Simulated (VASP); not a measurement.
VASP input:

### INCAR
```
! general
SYSTEM   =  W
PREC     =  Accurate
ENCUT    =  400   ! plane-wave cut-off (eV)
LREAL    =  .False.
LASPH    =  .True.

! electronic loop
EDIFF    =  1E-6
NELM     =  100
ALGO     =  Normal   ! blocked Davidson
LMAXMIX  =  6   ! l cut-off of mixed one-centre charges
LMIXTAU  =  .True.

! smearing
ISMEAR   =  1   ! Methfessel-Paxton
SIGMA    =  0.1   ! width (eV)

! functional
METAGGA  =  R2SCAN

! ions
IBRION   =  2   ! conjugate gradients
NSW      =  60   ! most ionic steps
ISIF     =  3   ! ions, shape and volume
EDIFFG   =  -0.01

! output
LWAVE    =  .False.
LCHARG   =  .False.
```

### KPOINTS
```
Automatic mesh
0
Gamma
14 14 14
0 0 0
```

### POSCAR
```
W
1
    0.0000000000     2.0300000000     2.0300000000
    2.0300000000     0.0000000000     2.0300000000
    2.0300000000     2.0300000000     0.0000000000
W
1
Direct
  0.0000000000   0.0000000000   0.0000000000
```

POTCAR, in this order: W_sv (PBE.64 set). Program: vasp_std.

Task: Write an equivalent input for Ansatz.

Result: One equivalent input (not run):
Ansatz 0.2 input:
```yaml
crystal:
  lattice:
    - [0.0000000, 2.0300000, 2.0300000]
    - [2.0300000, 0.0000000, 2.0300000]
    - [2.0300000, 2.0300000, 0.0000000]
  atoms:
    - { symbol: W, position: [0.0000000, 0.0000000, 0.0000000] }
kpoints:
  mp_grid: { grid: [14, 14, 14] }
hamiltonian:
  xc: r2scan
  pseudopotentials: { kind: paw }
scf:
  occupations: { method: methfessel_paxton, width: 0.1 }
  max_iter: 100
relax:
  max_steps: 60
  f_tol: 0.01
  cell: {}
output: { forces: true, stress: true, eigenvalues: true }
```
Limits of the translation: each code has its own PAW files, so the cut-off isn't converted (ENCUT is set for VASP's; basis.ecutwfc is left out, and Ansatz then takes the one that its files recommend); Ansatz stops its SCF on the density residual and VASP on the energy change (EDIFF).

The structure comes from a measured W entry (Fm-3m) of the Crystallography Open Database, whose conditions weren't checked. This run relaxes it. Symmetry was kept, so distortions that lower it aren't found.
